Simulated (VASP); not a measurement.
Input:

```xyz
2
Lattice="0.0000 3.0994 3.0994 3.0994 0.0000 3.0994 3.0994 3.0994 0.0000" Properties=species:S:1:pos:R:3 pbc="T T T"
Cd     0.0000     0.0000     0.0000
Se     1.5497     1.5497     1.5497
```

All values below come from TPSS meta-GGA, VASP's PBE PAW potentials (set 64) (plane waves; VASP). Numerical set-up: 520 eV cut-off, 7×7×7 Γ-centred mesh, Gaussian smearing of 0.050 eV, potentials Cd Se.

Problem. Predict the energy per atom (σ→0), band gap (on the k-mesh) with the smallest direct gap where there is one.

Solution. 
| Quantity | Value |
|---|---|
| band gap (on the k-mesh) | 0.71 eV |
| smallest direct gap (on the k-mesh) | 0.71 eV |
| energy per atom (σ→0) | -10.960 eV/atom |

Total energies compare only between runs with the same potentials, cut-off and functional.

The compound is CdSe in the zinc blende structure, whereas wurtzite is the usual form. It was relaxed first, which changed the volume by +8 %. The start is the result of an earlier pass.
